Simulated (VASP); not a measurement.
VASP ran on this input.

File POSCAR:
```
Pb2SeS
1
    2.1215544451     1.2248804538     6.9274457713
   -2.1215544451     1.2248804538     6.9274457713
    0.0000000000    -2.4497599325     6.9274457735
Pb Se S
2 1 1
Direct
  0.7531691708   0.7531691708   0.7531691708
  0.2468308292   0.2468308292   0.2468308292
  1.0000000000   1.0000000000   1.0000000000
  0.5000000000   0.5000000000   0.5000000000
```

KPOINTS:
```
Automatic mesh
0
Gamma
7 7 7
0 0 0
```

INCAR:
```
ISIF=2
LASPH=.True.   ! aspherical one-centre terms
LWAVE=.False.
SYSTEM=Pb2SeS
ALGO=Normal   ! blocked Davidson
ISMEAR=-5   ! tetrahedra, Bloechl
LORBIT=11
EDIFF=1E-7
NEDOS=601
LCHARG=.True.
PREC=Accurate
NELM=100   ! most electronic steps
LREAL=.False.
LMAXMIX=4   ! l cut-off of mixed one-centre charges
GGA=PS   ! PBEsol
LEFG=.True.
ENCUT=400
```

POTCAR, in this order: Pb_d Se S (PBE.64 set). Program: vasp_std.

Translate this PBEsol calculation to Ansatz.

One equivalent input (not run):
Ansatz 0.2 input:
```yaml
crystal:
  lattice:
    - [2.1215544, 1.2248805, 6.9274458]
    - [-2.1215544, 1.2248805, 6.9274458]
    - [0.0000000, -2.4497599, 6.9274458]
  atoms:
    - { symbol: Pb, position: [0.7531692, 0.7531692, 0.7531692] }
    - { symbol: Pb, position: [0.2468308, 0.2468308, 0.2468308] }
    - { symbol: Se, position: [1.0000000, 1.0000000, 1.0000000] }
    - { symbol: S, position: [0.5000000, 0.5000000, 0.5000000] }
kpoints:
  mp_grid: { grid: [7, 7, 7] }
hamiltonian:
  xc: pbesol
  pseudopotentials: { kind: paw }
scf:
  occupations: { method: tetrahedron }
  max_iter: 100
output: { forces: true, stress: true, eigenvalues: true }
```
The two are equivalent in intent, not identical: each code has its own PAW files, so the cut-off isn't converted (ENCUT is set for VASP's; basis.ecutwfc is left out, and Ansatz then takes the one that its files recommend); Ansatz stops its SCF on the density residual and VASP on the energy change (EDIFF); the field gradients of LEFG aren't asked of the other code.

The structure comes from a computed database's Pb2SeS entry (R-3m); how it stands against other phases isn't given here. It was relaxed first.
